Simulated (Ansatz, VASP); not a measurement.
## Nb2SNO (Nb2NOS MXene monolayer): VASP beside Ansatz

Wanted: the spread between two codes on one cell, functional and k mesh. The structure shown is the start of the Ansatz relaxation below; VASP solves that cell, so the two are compared at the walk's first step.

Program: Ansatz 0.2.0. Level of theory: plane waves, with VASP 6.6.1 beside it; single point at PBE with D3(BJ). Results are calculated unless marked as measured.

### 1. The starting structure

The cell holds 5 atoms: 1 S, 2 Nb, 1 N and 1 O. Its edges and angles: a = 3.079 Å, b = 3.079 Å, c = 34.617 Å, α = 90.0°, β = 90.0°, γ = 120.0°. Vacuum lies along c. The height across the vacuum is the one that the program set for its solve, not the one typed.

### 2. Ansatz: relaxation, PBE with D3(BJ)

Ansatz runs on its default PAW (the set named soft_2) files.

The two programs are compared at the cell with which this relaxation starts, whose forces are those of its first step.

Input file input.yaml:

```yaml
crystal:
  lattice:
    - [3.079076, 0.0, 0.0]
    - [-1.539538, 2.6665580362, 0.0]
    - [0.0, 0.0, 23.4085715132]
  atoms:
    - { symbol: S, position: [0.3333333333, 0.6666666667, 0.3844745501] }
    - { symbol: Nb, position: [0.6666666667, 0.3333333333, 0.461136996] }
    - { symbol: "N", position: [0.0, 0.0, 0.5130377006] }
    - { symbol: Nb, position: [0.3333333333, 0.6666666667, 0.5649384053] }
    - { symbol: O, position: [0.6666666667, 0.3333333333, 0.6155254499] }
  periodic: [true, true, false]
kpoints:
  mp_grid: { grid: [12, 12, 1] }
hamiltonian:
  xc: pbe
  dispersion: d3bj
scf:
  occupations: { method: fermi_dirac, width: 0.05 }
  convergence: { dr2_threshold: 1.0e-09 }
relax:
  f_tol: 0.004
  max_steps: 90
  cell: {}
output:
  write_potential: true
  write_density: true
  volumetric_format: npy
```

The run is started by

```
$ ansatz run input.yaml --threads 4 --pin off --max-ram 6144MiB --backend cpu --events-out ev --progress --plain --runs-dir out
```

Numbers of over 12 decimals in the logs are rounded to 6 here.

The log of the run:

```text
Warning: crystal.periodic: the lattice vector that does not repeat stood 0.000° off the slab's normal, 23.409 Å along it as the deck builds it. The run solves the slab on a vector along the normal, 34.617 Å long, with every atom where it was (on the deck's vector they left 18.00 Å outside them, and the widest stretch free of ions among them is 1.79 Å). A fractional position that the run reports is one of the run's ce [...]
Warning: relax.cell: scf.convergence.dr2_threshold = 1e-9 eV is looser than the 2.1059363835e-10 eV advised for a relaxation that steers and ends on the stress (1e-10 eV for each atom of the cell: 5, times the square of relax.cell.stress_2d_tol = 0.05 N/m over 15.4 Å (the atoms' height at the walk's start and 5 Å past either face), 3.245e-2 GPa, over a crystal's default 0.05). What an SCF threshold leaves in a stress goes as its square root, and in the free energy as the threshold itself, and one threshold admits the most on a small cell: [figures from the program's tests cut] Set scf.convergence.dr2_threshold to 2.1059363835e-10 eV or tighter. [rest of the remark cut]
crystal.periodic: the lattice vector that does not repeat stood 0.000° off the slab's normal, 23.409 Å along it as the deck builds it. The run solves the slab on a vector along the normal, 34.617 Å long, with every atom where it was (on the deck's vector they left 18.00 Å outside them, and the widest stretch free of ions among them is 1.79 Å). A fractional position that the run reports is one of the run's cell, which [...]
Engine: ansatz 0.2.0, aarch64-unknown-linux-gnu
Pseudopotentials: kind: paw
Pseudopotential: S, paw, valence charge 6, recommended cutoff 420 eV (normal), S.paw.azcp
Pseudopotential: Nb, paw, valence charge 13, recommended cutoff 420 eV (normal), Nb.paw.azcp
Pseudopotential: N, paw, valence charge 5, recommended cutoff 420 eV (normal), N.paw.azcp
Pseudopotential: O, paw, valence charge 6, recommended cutoff 420 eV (normal), O.paw.azcp
Functional definition: PBE
  parameter kappa = 0.804
  parameter beta = 0.066725
  exchange = pbe_x(kappa = kappa, mu = beta*pi^2/3)
  correlation = pbe_c(beta = beta)
Crystal: 5 atoms, lattice volume = 284.225 Å³
[...]
preconditioner: auto → LDOS  [insulator: Δε(μ)=0.163 eV  Ē_g=8.841 eV  σ=0.050 eV  W_gap=0.62  n_scr=20 (ndim 8)  ℏωp=11.1 eV  f_vac=0.760  D(μ)=1.13/eV (n_scr^D=8)  ε∞_Penn≈2.6  β→1.0]
SCF iter   2: F=—  HF=-10964.338203 eV  |F-HF|=—  |Δ(HF+E_count)|=   1.21e-5  Δρ=1.28e-4  dr2=6.32e-5  ethr=1.38e-7  ⟨swp⟩=3.0  Hψ=945  notcnv=0
SCF iter   3: F=—  HF=-10964.338199 eV  |F-HF|=—  |Δ(HF+E_count)|=   4.74e-6  Δρ=2.10e-5  dr2=3.16e-6  ethr=1.38e-7  ⟨swp⟩=2.3  Hψ=817  notcnv=0
SCF iter   4: F=—  HF=-10964.338104 eV  |F-HF|=—  |Δ(HF+E_count)|=   9.47e-5  Δρ=5.32e-6  dr2=2.80e-7  ethr=7.34e-9  ⟨swp⟩=4.1  Hψ=1087  notcnv=0
SCF iter   5: F=—  HF=-10964.338104 eV  |F-HF|=—  |Δ(HF+E_count)|=   1.07e-8  Δρ=1.32e-6  dr2=4.46e-9  ethr=6.52e-10  ⟨swp⟩=3.5  Hψ=1036  notcnv=0
SCF iter   6: F=-10964.338104 eV  HF=-10964.338104 eV  |F-HF|=1.46e-9  |Δ(HF+E_count)|=   1.46e-8  Δρ=4.61e-7  dr2=6.59e-10  ethr=2.33e-12  ⟨swp⟩=14.3  Hψ=5041  notcnv=0
SCF 8 converged in 6 iterations: F = -10964.338104 eV  dr2 = 6.59e-10
relax step   8: F+E_penalty+E_count = -10964.33810392 eV  Δ(F+E_penalty+E_count) = +8.841e-5 eV  max|allowed force component| = 1.321e-3 eV/Å  Δτ_max = 0.0018 Å  P = +0.015 N/m  Ω = 303.570 Å³  energy of the carried Pulay correction = -2.033e-4 eV  fix = [c, alpha, beta]  reactions: c +0.000 N/m  (6 SCF iters, accepted)
iter 1 solved again at ethr=1.53e-7 eV; its pass at ethr=3.10e-3 eV (dr2=6.57e-5 eV) is discarded
SCF iter   1: F=—  HF=-10964.338248 eV  |F-HF|=—  |Δ(HF+E_count)|=         —  Δρ=1.16e-5  dr2=1.56e-8  ethr=1.53e-7  ⟨swp⟩=7.1  Hψ=7078  notcnv=0
eigensolver tolerance schedule: the retry pair's looser diagonalisation over-reported the residual by 4203.08 of it (diagonalisation noise at 0.26 of the residual, at the tolerance the schedule requests for it); recorded, not acted on — ethr = c·dr2/N_el stays at c = 1.0e-1
preconditioner: auto → LDOS  [insulator: Δε(μ)=0.163 eV  Ē_g=8.843 eV  σ=0.050 eV  W_gap=0.62  n_scr=20 (ndim 8)  ℏωp=11.1 eV  f_vac=0.760  D(μ)=1.13/eV (n_scr^D=8)  ε∞_Penn≈2.6  β→1.0]
SCF iter   2: F=—  HF=-10964.338287 eV  |F-HF|=—  |Δ(HF+E_count)|=   3.83e-5  Δρ=2.08e-6  dr2=1.15e-8  ethr=3.64e-11  ⟨swp⟩=6.2  Hψ=2180  notcnv=0
SCF iter   3: F=—  HF=-10964.338285 eV  |F-HF|=—  |Δ(HF+E_count)|=   1.48e-6  Δρ=8.63e-7  dr2=1.79e-9  ethr=2.68e-11  ⟨swp⟩=3.1  Hψ=942  notcnv=0
SCF iter   4: F=-10964.338287 eV  HF=-10964.338287 eV  |F-HF|=1.99e-7  |Δ(HF+E_count)|=   1.28e-6  Δρ=1.99e-7  dr2=1.11e-10  ethr=2.33e-12  ⟨swp⟩=18.3  Hψ=5102  notcnv=0
SCF 9 converged in 4 iterations: F = -10964.338287 eV  dr2 = 1.11e-10
relax step   9: F+E_penalty+E_count = -10964.33828677 eV  Δ(F+E_penalty+E_count) = -1.828e-4 eV  max|allowed force component| = 1.318e-3 eV/Å  Δτ_max = 0.0000 Å  P = +0.017 N/m  Ω = 303.570 Å³  fix = [c, alpha, beta]  reactions: c +0.000 N/m  stress off target by 1.66e-2 N/m on what of the cell is left free  SCF on the basis re-selected at this cell (its energy is not comparable with the rows above)  (4 SCF iters)
basis re-selected at this cell: Δ(F+E_penalty+E_count) = -1.828e-4 eV, ΔP = +0.001 N/m vs the last step (what re-selecting the basis moved, of the pressure what is left beyond the Pulay correction that the steps carried, after the strain that the cell walked since its last selection, with what the two solves' SCF thresholds leave and, on support functions, any second-order correction that the steps lacked; it is no m [...]
WARN: The output density's exchange-correlation potential varies sharply where the density is thin. Do not read a vacuum level from v_tot or v_xc, or from such a field of the output density. On a cell that repeats whose density bears no net charge and no dipole along the vacuum's axis use v_es (v_loc + v_h of the components); under efield.dipole_correction with no amplitude use v_es + v_field, which holds any externa [...]
SCF converged after 4 iterations
Free energy (F): -10964.338287 eV
Harris-Foulkes:  -10964.338287 eV  (|F-HF|=1.99e-7)
Internal energy: -10964.328390 eV  (E = F + TS)
E sigma→0 (E₀):  -10964.333338 eV
Entropy (-TS):   -0.009897 eV (-1.979 meV/atom)
Fermi energy:    -5.402494 eV
--- Per-component energies (eV) ---
  E_band       = -1034.397593
  E_kinetic    = 1205.163856
  E_local      = -130011.115488  (includes V_loc(G=0)·N_el)
  E_nonlocal   = 357.467827
  E_hartree    = 64186.722764
  E_xc         = -584.381433
  E_vxc        = -687.045292  (∫ρ·V_xc dr)
  E_paw        = -7030.632029  (= ΣΔE_a)
  E_vpaw       = -272.316197  (= ΣTr[D̂ρ^β])
  E_aug_tail   = 0.002535  (compensation charges beyond the density's cutoff)
  E_ewald      = 60914.042743
  E_disp       = -1.599166  (pairwise vdW)
  E_smearing   = -0.009897  (= −TS)
  E_closure    = 0.000000  (closes the sum)
  Σ components = -10964.338287   (vs F -10964.338287, Δ=0.00e0)
--- Forces (eV/Å), atoms counted from 1 ---
  atom   1  S      0.00000000    -0.00000000    -0.00023664
  atom   2  Nb    -0.00000000     0.00000000    -0.00025561
  atom   3  N     -0.00000000     0.00000000     0.00059990
  atom   4  Nb     0.00000000     0.00000000     0.00121117
  atom   5  O      0.00000000     0.00000000    -0.00131832
  max |Σ_I F_I| component: 4.96e-7 eV/Å
--- 2D stress c σ (N/m, compression-positive) ---
        0.016627       0.000000      -0.000000
        0.000000       0.016627      -0.000000
       -0.000000      -0.000000       0.000000
  P = ½ c Tr σ = 0.0166 N/m
--- Band table (eV; the first three rows and the last of 19) ---
  k-point 0: bands = ["-62.0006", "-61.1916", "-38.2807", "-37.8324", "-37.8324", "-37.2799", "-37.0558", "-37.0558", "-24.6772", "-21.6597", "-19.0848", "-13.1932", "-12.3981", "-12.3981", "-10.2546", "-9.7442", "-9.7442", "-8.4971", "-6.8482", "-6.8482", "-6.5010", "-6.5010", "-6.0013", "-4.3750", "-4.3750", "-4.1257", "-2.6026"]
  k-point 1: bands = ["-61.9957", "-61.1874", "-38.2672", "-37.8874", "-37.8428", "-37.2725", "-37.0956", "-37.0644", "-24.6280", "-21.6554", "-19.0403", "-13.0944", "-12.3824", "-12.3264", "-10.1785", "-10.0198", "-9.7935", "-8.5053", "-7.3542", "-7.1709", "-6.4597", "-6.0693", "-5.7433", "-4.4795", "-4.3066", "-3.8604", "-2.7596"]
  k-point 2: bands = ["-61.9823", "-61.1758", "-38.2318", "-38.0300", "-37.8713", "-37.2615", "-37.1972", "-37.0877", "-24.5118", "-21.6395", "-18.8931", "-12.8426", "-12.3103", "-12.1459", "-10.7258", "-9.9277", "-9.6849", "-9.0992", "-7.7457", "-7.3890", "-6.8564", "-5.6177", "-5.2843", "-4.4366", "-3.9734", "-3.5066", "-2.7810"]
  k-point 18: bands = ["-61.9175", "-61.1199", "-38.3708", "-38.3203", "-38.0513", "-37.4698", "-37.4004", "-37.2135", "-24.2199", "-21.4469", "-17.6991", "-12.4410", "-12.2017", "-11.4867", "-11.2353", "-10.5518", "-9.8742", "-9.7899", "-9.3558", "-8.9503", "-5.8004", "-5.2331", "-4.8430", "-3.6312", "-3.1827", "-2.9415", "-1.7982"]
  the weakly bound empty levels are not read free of the cell's end (no_gap_told)
--- Relaxed structure (7 steps of the walk, 7 accepted, 2 SCFs on fresh bases) ---
  F+E_penalty+E_count = -10964.33828677 eV   max|allowed force component| = 1.318e-3 eV/Å   (the final SCF, on the basis selected at the relaxed cell)
  cell:  # Å, volume = 303.5705 Å³
    - [3.182137, 0, 0]
    - [-1.591068, 2.755811, 0]
    - [0, 0, 34.617143]
  atoms:
    - { symbol: S, position: [0.333333, 0.666667, 0.265027] }
    - { symbol: Nb, position: [0.666667, 0.333333, 0.312389] }
    - { symbol: N, position: [1.761068869159267e-18, 0, 0.348145] }
    - { symbol: Nb, position: [0.333333, 0.666667, 0.380645] }
    - { symbol: O, position: [0.666667, 0.333333, 0.410775] }
```

### 3. VASP: single point, PBE with D3(BJ), start cell

The same cell, functional, mesh and smearing now go to VASP, with its own data sets.

Lines of VASP's logs that name or quote its potential files are left out, and so is its time.

Input file INCAR:

```
SYSTEM = Nb2SNO
PREC = Accurate
ENCUT = 520
EDIFF = 1E-06
NELM = 120
ISMEAR = -1
SIGMA = 0.05
LREAL = .FALSE.
ALGO = Normal
GGA = PE
IVDW = 12
NBANDS = 27
LASPH = .TRUE.
LORBIT = 11
LWAVE = .FALSE.
LCHARG = .FALSE.
ISIF = 2
LDIPOL = .TRUE.
IDIPOL = 3
DIPOL = 0.5 0.5 0.344
LVHAR = .TRUE.
GGA_COMPAT = .FALSE.
NELMDL = -8
KPAR = 2
```

Input file POSCAR:

```
Nb2SNO
1.0
    3.0790760000      0.0000000000      0.0000000000
   -1.5395380000      2.6665580000      0.0000000000
    0.0000000000      0.0000000000     34.6171430000
S Nb N O
1 2 1 1
Direct
    0.3333332708      0.6666665417      0.2599867932
    0.6666667292      0.3333334583      0.3118269466
    0.3333332708      0.6666665417      0.3820188454
    0.0000000000      0.0000000000      0.3469229104
    0.6666667292      0.3333334583      0.4162264922
```

Input file KPOINTS:

```
Automatic mesh
0
Gamma
12 12 1
0 0 0
```

The projector-augmented-wave data sets are S, Nb_sv, N and O (PBE family, release 64).

The run is started by

```
$ mpirun -np 2 vasp_std
```

The log of the run:

```text
[banner, memory and clock lines left out]
running    2 mpi-ranks, on    1 nodes
 distrk:  each k-point on    1 cores,    2 groups
 distr:  one band on    1 cores,    1 groups

 POSCAR found type information on POSCAR S NbN O
 POSCAR found :  4 types and       5 ions
 LDA part: xc-table for (Slater+PW92), standard interpolation
 POSCAR, INCAR and KPOINTS ok, starting setup
 FFT: planning ... GRIDC
 FFT: planning ... GRID_SOFT
 FFT: planning ... GRID
 WAVECAR not read
 entering main loop
       N       E                     dE             d eps       ncg     rms          rms(c)
DAV:   1     0.443115073430E+03    0.44312E+03   -0.21233E+04  1282   0.129E+03
DAV:   2     0.664815934821E+01   -0.43647E+03   -0.42688E+03  1398   0.426E+02
DAV:   3    -0.482429294416E+02   -0.54891E+02   -0.54412E+02  1652   0.139E+02
DAV:   4    -0.513873943327E+02   -0.31445E+01   -0.31223E+01  1692   0.343E+01
DAV:   5    -0.514992118457E+02   -0.11182E+00   -0.11113E+00  1724   0.504E+00
DAV:   6    -0.515037193504E+02   -0.45075E-02   -0.44830E-02  1708   0.103E+00
DAV:   7    -0.515039022154E+02   -0.18286E-03   -0.18191E-03  1580   0.153E-01
DAV:   8    -0.515039173048E+02   -0.15089E-04   -0.15046E-04  1860   0.357E-02    0.191E+01
DAV:   9    -0.452988757950E+02    0.62050E+01   -0.49234E+01  1564   0.441E+01    0.909E+00
DAV:  10    -0.453450595344E+02   -0.46184E-01   -0.14129E+01  1692   0.208E+01    0.561E+00
DAV:  11    -0.457543565926E+02   -0.40930E+00   -0.18144E+01  1660   0.230E+01    0.536E+00
DAV:  12    -0.447443278444E+02    0.10100E+01   -0.12226E+01  1684   0.149E+01    0.179E+00
DAV:  13    -0.446663250924E+02    0.78003E-01   -0.66380E-01  1526   0.576E+00    0.658E-01
DAV:  14    -0.446677815416E+02   -0.14564E-02   -0.75188E-02  1476   0.176E+00    0.472E-01
[...]
DAV:  23    -0.446670398555E+02   -0.40162E-04   -0.14368E-06   870   0.681E-03    0.186E-03
DAV:  24    -0.446670685703E+02   -0.28715E-04   -0.55315E-07   800   0.381E-03    0.105E-03
DAV:  25    -0.446670882043E+02   -0.19634E-04   -0.48599E-07   858   0.333E-03    0.701E-04
DAV:  26    -0.446670966327E+02   -0.84284E-05   -0.88386E-08   633   0.222E-03    0.375E-04
DAV:  27    -0.446671052810E+02   -0.86483E-05   -0.29707E-07   744   0.219E-03    0.337E-04
DAV:  28    -0.446671072397E+02   -0.19587E-05   -0.50511E-08   606   0.156E-03    0.133E-04
DAV:  29    -0.446671092089E+02   -0.19692E-05   -0.94119E-08   628   0.134E-03    0.129E-04
DAV:  30    -0.446671095994E+02   -0.39047E-06   -0.24735E-08   585   0.132E-03
   1 F= -.46335203E+02 E0= -.46329111E+02  d E =-.121858E-01
```

OUTCAR, selected parts (step 3):

```text
ion  position               nearest neighbor table
   1  0.333  0.667  0.260-   2 2.53   2 2.53   2 2.53
   2  0.667  0.333  0.312-   4 2.15   4 2.15   4 2.15   1 2.53   1 2.53   1 2.53   3 3.01   3 3.01
                             3 3.01
   3  0.333  0.667  0.382-   5 2.14   5 2.14   5 2.14   4 2.15   4 2.15   4 2.15   2 3.01   2 3.01
                             2 3.01
   4  0.000  0.000  0.347-   3 2.15   3 2.15   3 2.15   2 2.15   2 2.15   2 2.15
   5  0.667  0.333  0.416-   3 2.14   3 2.14   3 2.14

  LATTYP: Found a hexagonal cell.
 ALAT       =     3.0790760000
 C/A-ratio  =    11.2427049543

 Subroutine GETGRP returns: Found  6 space group operations
 (whereof  6 operations were pure point group operations)

The static configuration has the point symmetry C_3v.

 Found     19 irreducible k-points:

   k-points           NKPTS =     19   k-points in BZ     NKDIM =     19   number of bands    NBANDS=     27

   dimension x,y,z NGX =    24 NGY =   24 NGZ =  270
   dimension x,y,z NGXF=    48 NGYF=   48 NGZF=  540

   ENCUT  =  520.0 eV  38.22 Ry    6.18 a.u.   5.73  5.73 64.36*2*pi/ulx,y,z

   NELECT =      43.0000    total number of electrons

 k-points in reciprocal lattice and weights: Automatic mesh
   0.00000000  0.00000000  0.00000000       0.007
   0.08333333  0.00000000  0.00000000       0.042
   0.16666667  0.00000000  0.00000000       0.042
   0.25000000 -0.00000000  0.00000000       0.042
   0.33333333  0.00000000  0.00000000       0.042
   0.41666667  0.00000000  0.00000000       0.042
   0.50000000 -0.00000000  0.00000000       0.021
   0.08333333  0.08333333  0.00000000       0.042
   0.16666667  0.08333333  0.00000000       0.083
[...]
0.33333333  0.25000000  0.00000000       0.083
   0.33333333  0.33333333  0.00000000       0.014

 dipolmoment           0.000000      0.000000      0.038945 electrons x Angstroem

 average (electrostatic) potential at core
       1 -93.7531       2 -91.7321       3 -92.4950       4 -72.8408       5 -78.2466

 E-fermi :  -2.1391

 k-point     1 :       0.0000    0.0000    0.0000
  band No.  band energies     occupation
    ...
     19      -3.3572      2.00000
     20      -3.3572      2.00000
     21      -3.1460      2.00000
     22      -2.5963      1.99979
     23      -2.5963      1.99979
     24      -1.1253      0.00000
     25      -1.1253      0.00000
     26      -1.1077      0.00000
     27       0.3690      0.00000

 k-point     2 :       0.0833    0.0000    0.0000
  band No.  band energies     occupation
    ...
     19      -3.8914      2.00000
     20      -3.4891      2.00000
     21      -3.2070      2.00000
     22      -2.3979      1.98876
     23      -2.3790      1.98364
     24      -1.2853      0.00000
     25      -1.0228      0.00000
     26      -0.7870      0.00000
     27       0.2036      0.00000

 k-point     3 :       0.1667    0.0000    0.0000
  band No.  band energies     occupation
    ...
     19      -4.4743      2.00000
     20      -3.7291      2.00000
     21      -3.5582      2.00000
     22      -2.1358      0.96658
     23      -2.1205      0.81564
     24      -1.3966      0.00000
     25      -0.6021      0.00000
     26      -0.4275      0.00000
     27       0.3572      0.00000

 Edisp (eV)   -1.66809

  Total       3.33395     3.33395    -5.10501     0.00000     0.00000     0.00000
  in kB      18.79345    18.79345   -28.77695     0.00000     0.00000     0.00000
  external pressure =        2.94 kB  Pullay stress =        0.00 kB

  energy-cutoff  :      520.00
  volume of cell :      284.23
      direct lattice vectors                 reciprocal lattice vectors
     3.079076000  0.000000000  0.000000000     0.324772757  0.187507641  0.000000000
    -1.539538000  2.666558000  0.000000000     0.000000000  0.375015282  0.000000000
     0.000000000  0.000000000 34.617143000     0.000000000  0.000000000  0.028887421

 POSITION                                       TOTAL-FORCE (eV/Angst)
 -----------------------------------------------------------------------------------
     -0.00000      1.77771      9.00000        -0.000000     -0.000000      1.434991
      1.53954      0.88885     10.79456         0.000000      0.000000     -1.486144
     -0.00000      1.77771     13.22440         0.000000      0.000000      0.981427
      0.00000      0.00000     12.00948        -0.000000     -0.000000      0.617908
      1.53954      0.88885     14.40857        -0.000000     -0.000000     -1.548182
 -----------------------------------------------------------------------------------
    total drift:                               -0.000000     -0.000250      0.001426

  FREE ENERGIE OF THE ION-ELECTRON SYSTEM (eV)
  ---------------------------------------------------
  free  energy   TOTEN  =       -46.3352034683 eV

  energy  without entropy=      -46.3230177097  energy(sigma->0) =      -46.32911059

 vacuum level on the upper side and lower side of the slab         3.995         3.137

 total charge
# of ion       s       p       d       tot
------------------------------------------
    1        1.371   2.324   0.000   3.694
    2        2.162   6.064   2.469  10.695
    3        2.160   6.074   2.315  10.549
    4        1.251   2.530   0.000   3.781
    5        1.575   3.395   0.000   4.970
--------------------------------------------------
tot          8.519  20.386   4.784  33.689

[... 3 further parts left out ...]
```

### 4. Differences

Known differences besides the potentials themselves: Ansatz cuts the interaction across the vacuum, VASP repeats the sheet with a dipole correction; the cutoff is 420 eV in Ansatz and 520 eV in VASP. Total energies have different zeros and are not compared.

Forces (eV/Å; atoms numbered as in POSCAR):

```
atom        Ansatz x, y, z          VASP x, y, z
  S1   0.000, 0.000, 1.396   0.000, 0.000, 1.435
 Nb2  0.000, 0.000, -1.472  0.000, 0.000, -1.486
 Nb3   0.000, 0.000, 1.001   0.000, 0.000, 0.981
  N4   0.000, 0.000, 0.621   0.000, 0.000, 0.618
  O5  0.000, 0.000, -1.545  0.000, 0.000, -1.548
```

The forces differ by 12 meV/Å r.m.s., which is 1.6 % of the r.m.s. force of 0.731 eV/Å (both taken over all components). With vacuum in the cell, a pressure given here is an average over mostly empty space and none of the material.

### 5. Outcome

- r.m.s. force difference (single point, PBE with D3(BJ), start cell): 1.6 % of the r.m.s. force

In words: The r.m.s. force difference is 1.6 % of the r.m.s. force (single point, PBE with D3(BJ), start cell), within the 3 % picked in this series as the mark of a large difference. 1 further run of this series is not shown here. Such differences can come from data sets, numerical settings and the points named under the comparisons, not from the functional's error against experiment.

[Lines on the potential files, build, host, timing and source positions are cut from VASP's logs without a mark.]

[Logs are printed without paths, hosts, clocks, repeated set-up lines and the standing remarks that a program may print on its own settings, such as how far it seeks lower states.]

[Hosts, paths, dates, database ids (printed as entryN), source tags and the programs' standing remarks are cut or masked in the printed files.]
